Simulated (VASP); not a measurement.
Here is the system:

```
K2BrCl
1.0
    0.00000     3.19989     3.19989
    3.19989     0.00000     3.19989
   12.80020    12.80020    -0.00063
K Cl Br
4 2 2
Cartesian
  3.30396   3.30396   6.29571
  3.20005   3.20005  -0.00016
  6.29603   6.29603   0.10376
  9.60015   9.60015  -0.00047
  3.25241   3.25241   3.14738
  6.34758   6.34758   3.25209
  9.55130   9.55130   3.24826
 12.84888  12.84888   3.15058
```

These are PBEsol GGA, VASP's PBE PAW potentials (set 64) (plane waves; VASP 6.6.1) values and carry that method's errors. Run with 400 eV cut-off, 7×7×2 Γ-centred mesh, tetrahedra with Blöchl corrections, potentials K_sv Cl Br.

Predict the energy per atom (σ→0), band gap (on the k-mesh) with the smallest direct gap where there is one.

The band gap (on the k-mesh) comes out as 4.45 eV, the smallest direct gap (on the k-mesh) comes out as 4.45 eV and the energy per atom (σ→0) is -3.368 eV/atom.

Only differences to runs with the same potentials and settings are physical.

The structure was generated: K4Br2Cl2 was put into an ordered model structure (R-3m), which need not be its known phase. It was relaxed first.
